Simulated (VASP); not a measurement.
Here is the system:

```
CsPbCl3
1.0
    5.59628     0.00000     0.00000
    0.00000     5.59628     0.00000
    0.00000     0.00000     5.59628
Cs Pb Cl
1 1 3
Direct
  0.00000   0.00000   0.00000
  0.50000   0.50000   0.50000
  0.50000   0.00000   0.50000
  0.00000   0.50000   0.50000
  0.50000   0.50000   0.00000
```

The numbers are results of revTPSS meta-GGA, VASP's PBE PAW potentials (set 64) (plane waves; VASP), not measurements. Numerical set-up: 520 eV cut-off, 4×4×4 Γ-centred mesh, Gaussian smearing of 0.050 eV, potentials Cs_sv Pb_d Cl.

Unless said otherwise, spin-orbit coupling is left out, though it shifts the bands of the heavy elements here.

Q: Estimate the energy per atom (σ→0), pressure, band gap (on the k-mesh) with the smallest direct gap where there is one.

A: 
The band gap (on the k-mesh) is 1.99 eV, the smallest direct gap (on the k-mesh) is 1.99 eV and the energy per atom (σ→0) is 8.953 eV/atom. The pressure is 1.60 GPa.

Total energies compare only between runs with the same potentials, cut-off and functional.

The compound is CsPbCl3 in the cubic perovskite structure, the ideal cubic form; the compound distorts at low or room temperature. This cell is one point of a volume scan, at 0.94 of the reference volume.
